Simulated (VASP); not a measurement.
# HfO2: electric field gradients, part 2 of 3

Aim: the field gradients that the nuclei of HfO2 feel, by functional. The cell has space group P4_2/nmc, a computed entry that need not be the common form of this compound. The start is a computed cell from the Materials Project.

VASP 6.6.1, plane waves and PAW; the level of theory is named at each step.

So far. Step 2 (Local probes at LDA): The largest gradient is 123.4 V/Å², at Hf1.

**3. Local probes at PBE**

This step: PBE; plane waves and PAW (Hf_pv, O) (VASP 6.6.1).

Field gradients probe the charge near the nuclei, so LASPH is on and the cutoff is at least 1.4 times the default of the data sets; this run is at PBE.

File INCAR:

```
SYSTEM = HfO2
PREC = Accurate
ENCUT = 560
EDIFF = 1E-07
NELM = 100
ISMEAR = -1
SIGMA = 0.05
LREAL = .FALSE.
ALGO = Normal
GGA = PE
NBANDS = 28
LORBIT = 11
LWAVE = .FALSE.
LCHARG = .FALSE.
KPAR = 2
LEFG = .TRUE.
ICORELEVEL = 1
LASPH = .TRUE.
```

File POSCAR:

```
HfO2
1.0
    3.5580193300      0.0000000000      0.0000000000
    0.0000000000      3.5580193300      0.0000000000
    0.0000000000      0.0000000000      5.1718612100
Hf O
2 4
Direct
    0.5000000000      0.5000000000      0.5000000000
    0.0000000000      0.0000000000      0.0000000000
    0.0000000000      0.5000000000      0.6972078800
    0.5000000000      0.0000000000      0.8027921200
    0.5000000000      0.0000000000      0.3027921200
    0.0000000000      0.5000000000      0.1972078800
```

File KPOINTS:

```
Automatic mesh
0
Gamma
8 8 6
0 0 0
```

PAW data sets: Hf_pv and O (PBE family, release 64).

The run is started by

```sh
> mpirun -np 2 vasp_std
```

The log of the run:

```text
[banner, memory and clock lines left out]
running    2 mpi-ranks, on    1 nodes
 distrk:  each k-point on    1 cores,    2 groups
 distr:  one band on    1 cores,    1 groups

 POSCAR found type information on POSCAR HfO
 POSCAR found :  2 types and       6 ions
 LDA part: xc-table for (Slater+PW92), standard interpolation
 POSCAR, INCAR and KPOINTS ok, starting setup
 FFT: planning ... GRIDC
 FFT: planning ... GRID_SOFT
 FFT: planning ... GRID
 WAVECAR not read
 entering main loop
       N       E                     dE             d eps       ncg     rms          rms(c)
DAV:   1     0.272980736903E+03    0.27298E+03   -0.26559E+04  3360   0.166E+03
DAV:   2    -0.573426050027E+02   -0.33032E+03   -0.32134E+03  4328   0.398E+02
DAV:   3    -0.715923459133E+02   -0.14250E+02   -0.14210E+02  4012   0.763E+01
DAV:   4    -0.717357995871E+02   -0.14345E+00   -0.14336E+00  4528   0.847E+00
DAV:   5    -0.717369502190E+02   -0.11506E-02   -0.11505E-02  4180   0.711E-01    0.748E+01
DAV:   6    -0.608323665327E+02    0.10905E+02   -0.58312E+01  3872   0.423E+01    0.624E+01
DAV:   7    -0.606960993874E+02    0.13627E+00   -0.23591E+00  4128   0.105E+01    0.364E+01
DAV:   8    -0.606868960197E+02    0.92034E-02   -0.23199E-01  4140   0.397E+00    0.669E+00
DAV:   9    -0.606701903106E+02    0.16706E-01   -0.73370E-02  3760   0.182E+00    0.260E+00
DAV:  10    -0.606696023447E+02    0.58797E-03   -0.73097E-03  4248   0.574E-01    0.723E-02
DAV:  11    -0.606696672518E+02   -0.64907E-04   -0.46718E-04  4108   0.145E-01    0.142E-01
DAV:  12    -0.606696970996E+02   -0.29848E-04   -0.53488E-05  4244   0.445E-02    0.129E-01
DAV:  13    -0.606696993485E+02   -0.22489E-05   -0.28623E-06  3960   0.119E-02    0.282E-03
DAV:  14    -0.606696997784E+02   -0.42984E-06   -0.34203E-07  4156   0.367E-03    0.127E-02
DAV:  15    -0.606696995906E+02    0.18780E-06   -0.15218E-07  3408   0.235E-03    0.311E-04
DAV:  16    -0.606696996107E+02   -0.20175E-07   -0.11332E-08  2208   0.688E-04
ion   1
     0.0000000     0.0000000    -0.0000000    -2.1564512     0.0000000    -0.0000000
     0.0000654     0.0000000    -0.0000000    -2.1564512     0.0000000    -0.0000000
     0.0000901     0.0000000    -0.0000000    -2.1564512     0.0000000    -0.0000000
     0.0001241     0.0000000    -0.0000000    -2.1564512     0.0000000    -0.0000000
     0.0001709     0.0000000    -0.0000000    -2.1564512     0.0000000    -0.0000000

     0.0000000     0.0000000    -0.0000000   -97.1871764     0.0000000    -0.0000000
     0.0000654     0.0000000    -0.0000000   -97.1240449     0.0000000    -0.0000000
     0.0000901     0.0000000    -0.0000000   -97.0943335     0.0000000    -0.0000000
     0.0001241     0.0000000    -0.0000000   -97.0492953     0.0000000    -0.0000000
     0.0001709     0.0000000    -0.0000000   -96.9813412     0.0000000    -0.0000000

ion   2
     0.0000000     0.0000000     0.0000000    -2.1564512     0.0000000     0.0000000
     0.0000654     0.0000000     0.0000000    -2.1564512     0.0000000     0.0000000
     0.0000901     0.0000000     0.0000000    -2.1564512     0.0000000     0.0000000
     0.0001241     0.0000000     0.0000000    -2.1564512     0.0000000     0.0000000
     0.0001709     0.0000000     0.0000000    -2.1564512     0.0000000     0.0000000

     0.0000000     0.0000000     0.0000000   -97.1871764     0.0000000     0.0000000
     0.0000654     0.0000000     0.0000000   -97.1240449     0.0000000     0.0000000
     0.0000901     0.0000000     0.0000000   -97.0943335     0.0000000     0.0000000
     0.0001241     0.0000000     0.0000000   -97.0492953     0.0000000     0.0000000
     0.0001709     0.0000000     0.0000000   -96.9813412     0.0000000     0.0000000

ion   3
     0.0000000    -0.0000000     0.0000000     0.9015318    -0.0000000     4.3053860
     0.0000293    -0.0000000     0.0000000     0.9015318    -0.0000000     4.3053859
     0.0000403    -0.0000000     0.0000000     0.9015318    -0.0000000     4.3053859
     0.0000555    -0.0000000     0.0000000     0.9015318    -0.0000000     4.3053859
     0.0000765    -0.0000000     0.0000000     0.9015317    -0.0000000     4.3053858

     0.0000000    -0.0000000     0.0000000     2.9951417    -0.0000000     9.9446915
     0.0000293    -0.0000000     0.0000000     2.9951409    -0.0000000     9.9446894
     0.0000403    -0.0000000     0.0000000     2.9951404    -0.0000000     9.9446879
     0.0000555    -0.0000000     0.0000000     2.9951395    -0.0000000     9.9446855
     0.0000765    -0.0000000     0.0000000     2.9951379    -0.0000000     9.9446814

ion   4
     0.0000000     0.0000000     0.0000000     0.9015318     0.0000000     4.3053860
     0.0000293     0.0000000     0.0000000     0.9015318     0.0000000     4.3053859
     0.0000403     0.0000000     0.0000000     0.9015318     0.0000000     4.3053859
     0.0000555     0.0000000     0.0000000     0.9015318     0.0000000     4.3053859
     0.0000765     0.0000000     0.0000000     0.9015317     0.0000000     4.3053858

     0.0000000     0.0000000     0.0000000     2.9951417     0.0000000     9.9446915
     0.0000293     0.0000000     0.0000000     2.9951409     0.0000000     9.9446894
     0.0000403     0.0000000     0.0000000     2.9951404     0.0000000     9.9446879
     0.0000555     0.0000000     0.0000000     2.9951395     0.0000000     9.9446855
     0.0000765     0.0000000     0.0000000     2.9951379     0.0000000     9.9446814

ion   5
     0.0000000     0.0000000    -0.0000000     0.9015318     0.0000000    -4.3053860
     0.0000293     0.0000000    -0.0000000     0.9015318     0.0000000    -4.3053859
     0.0000403     0.0000000    -0.0000000     0.9015318     0.0000000    -4.3053859
     0.0000555     0.0000000    -0.0000000     0.9015318     0.0000000    -4.3053859
     0.0000765     0.0000000    -0.0000000     0.9015317     0.0000000    -4.3053858

     0.0000000     0.0000000    -0.0000000     2.9951417     0.0000000    -9.9446915
     0.0000293     0.0000000    -0.0000000     2.9951409     0.0000000    -9.9446894
     0.0000403     0.0000000    -0.0000000     2.9951404     0.0000000    -9.9446879
     0.0000555     0.0000000    -0.0000000     2.9951395     0.0000000    -9.9446855
     0.0000765     0.0000000    -0.0000000     2.9951379     0.0000000    -9.9446814

ion   6
     0.0000000    -0.0000000    -0.0000000     0.9015318     0.0000000    -4.3053860
     0.0000293    -0.0000000    -0.0000000     0.9015318     0.0000000    -4.3053859
     0.0000403    -0.0000000    -0.0000000     0.9015318     0.0000000    -4.3053859
     0.0000555    -0.0000000    -0.0000000     0.9015318     0.0000000    -4.3053859
     0.0000765    -0.0000000    -0.0000000     0.9015317     0.0000000    -4.3053858

     0.0000000    -0.0000000    -0.0000000     2.9951417     0.0000000    -9.9446915
     0.0000293    -0.0000000    -0.0000000     2.9951409     0.0000000    -9.9446894
     0.0000403    -0.0000000    -0.0000000     2.9951404     0.0000000    -9.9446879
     0.0000555    -0.0000000    -0.0000000     2.9951395     0.0000000    -9.9446855
     0.0000765    -0.0000000    -0.0000000     2.9951379     0.0000000    -9.9446814

   1 F= -.60669700E+02 E0= -.60669700E+02  d E =-.764385E-10
```

The job ended after 33 s (2 MPI ranks of Intel Xeon Platinum 8488C (Sapphire Rapids), shared host; peak memory 0.46 GiB).

From OUTCAR (step 3):

```text
 Found     60 irreducible k-points:

   NELECT =      44.0000    total number of electrons

 the core state eigenenergies are
   1-  1s -65250.8684  2s -11149.5226  2p  -9786.7430  3s  -2532.8320  3p  -2125.9060
       3d  -1644.9966  4s   -502.2770  4p   -368.8190  4d   -196.5297  4f     -6.7932
       5s    -56.7905
   2-  1s -65250.8684  2s -11149.5226  2p  -9786.7430  3s  -2532.8320  3p  -2125.9060
       3d  -1644.9966  4s   -502.2770  4p   -368.8190  4d   -196.5297  4f     -6.7932
       5s    -56.7905
   3-  1s   -499.9754
   4-  1s   -499.9754
   5-  1s   -499.9754
   6-  1s   -499.9754

 E-fermi :   4.5994

 k-point     1 :       0.0000    0.0000    0.0000
  band No.  band energies     occupation
    ...
     18       2.2175      2.00000
     19       2.8229      2.00000
     20       3.3948      2.00000
     21       3.4390      2.00000
     22       3.4390      2.00000
     23       8.2737      0.00000
     24       8.2771      0.00000
     25       9.5233      0.00000
     26       9.7320      0.00000
     27      10.0708      0.00000
    ...

 k-point     2 :       0.1250    0.0000    0.0000
  band No.  band energies     occupation
    ...
     18       2.1019      2.00000
     19       2.8315      2.00000
     20       3.1382      2.00000
     21       3.3184      2.00000
     22       3.4282      2.00000
     23       8.4623      0.00000
     24       8.5528      0.00000
     25       9.4774      0.00000
     26       9.7261      0.00000
     27      10.4374      0.00000
    ...

  Total        2.7344021      2.7344021      2.4096432      0.0000000      0.0000000      0.0000000
  in kB       66.9128448     66.9128448     58.9657547      0.0000000      0.0000000      0.0000000
  external PRESSURE =      64.2638147 kB  Pullay stress =       0.0000000 kB

 POSITION                                       TOTAL-FORCE (eV/Angst)
 -----------------------------------------------------------------------------------
      1.77901      1.77901      2.58593        -0.000000      0.000000     -0.000000
      0.00000      0.00000      0.00000         0.000000      0.000000     -0.000000
      0.00000      1.77901      3.60586        -0.000000      0.000000      0.098517
      1.77901      0.00000      4.15193         0.000000      0.000000     -0.098517
      1.77901      0.00000      1.56600        -0.000000     -0.000000     -0.098517
      0.00000      1.77901      1.01993        -0.000000      0.000000      0.098517
 -----------------------------------------------------------------------------------
    total drift:                                0.000000      0.000000      0.000000

  FREE ENERGIE OF THE ION-ELECTRON SYSTEM (eV)
  ---------------------------------------------------
  free  energy   TOTEN  =       -60.6696996107 eV

  energy  without entropy=      -60.6696996107  energy(sigma->0) =      -60.66969961

 Electric field gradients after diagonalization (V/A^2)
 (convention: |V_zz| > |V_xx| > |V_yy|)
----------------------------------------------------------------------
 ion       V_xx      V_yy      V_zz     asymmetry (V_yy - V_xx)/ V_zz
----------------------------------------------------------------------
   1     -60.186   -60.186   120.372       0.000
   2     -60.186   -60.186   120.372       0.000
   3      -6.004    -4.148    10.152       0.183
   4      -6.004    -4.148    10.152       0.183
   5      -6.004    -4.148    10.152       0.183
   6      -6.004    -4.148    10.152       0.183
----------------------------------------------------------------------

 total charge
# of ion       s       p       d       tot
------------------------------------------
    1        0.315   6.608   1.481   8.403
    2        0.315   6.608   1.481   8.403
    3        1.561   3.563   0.000   5.124
    4        1.561   3.563   0.000   5.124
    5        1.561   3.563   0.000   5.124
    6        1.561   3.563   0.000   5.124
--------------------------------------------------
tot          6.875  27.467   2.961  37.303

[... 9 parts as in an earlier step ...]

[... 4 further parts left out ...]
```

The atoms bear forces, and field gradients depend strongly on their positions.

Numbers from this step:

| Item | Value |
| --- | --- |
| free energy (TOTEN) | -60.6697 eV |
| Fermi energy | 4.599 eV |
| pressure | 6.426 GPa |

The two shallowest core shells; atoms whose shallowest level rounds to another's at 0.01 eV are left out. Core levels, by row:

```tsv
atom	shell	level below the valence-band top (eV)
Hf1	5s	60.31
Hf1	4f	10.31
O3	1s	503.5
```

Ordered as |Vzz| ≥ |Vxx| ≥ |Vyy|, the program's way. Electric field gradients, by row:

```tsv
atom	Vxx (V/Å²)	Vyy (V/Å²)	Vzz (V/Å²)	asymmetry
Hf1	-60.19	-60.19	120.4	0
Hf2	-60.19	-60.19	120.4	0
O3	-6.004	-4.148	10.15	0.183
O4	-6.004	-4.148	10.15	0.183
O5	-6.004	-4.148	10.15	0.183
O6	-6.004	-4.148	10.15	0.183
```

The largest gradient is 120.4 V/Å², at Hf1.

[end of part 2 of 3]

[Lines on the potential files, build, host, timing and source positions are cut from VASP's logs without a mark.]

[Logs are printed without paths, hosts, clocks, repeated set-up lines and the standing remarks that a program may print on its own settings, such as how far it seeks lower states.]

[Hosts, paths, dates, database ids (printed as entryN), source tags and the programs' standing remarks are cut or masked in the printed files.]
